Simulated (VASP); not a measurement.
Here is the system:

```
InSb
1.0
    0.00000     3.19396     3.19396
    3.19396     0.00000     3.19396
    3.19396     3.19396     0.00000
In Sb
1 1
Direct
  0.00000   0.00000   0.00000
  0.25000   0.25000   0.25000
```

Calculation: SCAN meta-GGA, VASP's PBE PAW potentials (set 64) (plane waves; VASP). Numerical set-up: 520 eV cut-off, 10×10×10 Γ-centred mesh, first-order Methfessel-Paxton smearing of 0.10 eV, potentials In_d Sb.

Unless said otherwise, spin-orbit coupling is left out, though it shifts the bands of the heavy elements here.

Question: What does the run give for the energy per atom (σ→0), pressure, band gap (on the k-mesh) with the smallest direct gap where there is one?

Answer: 
The band gap (on the k-mesh) is none (metal, semimetal or under 0.01 eV), the energy per atom (σ→0) is -35.448 eV/atom and the pressure is 3.21 GPa.

The absolute energy has meaning only against runs of the same code, potentials and settings.

The compound is InSb in the zinc blende structure. This cell is one point of a volume scan, at 0.94 of the reference volume.
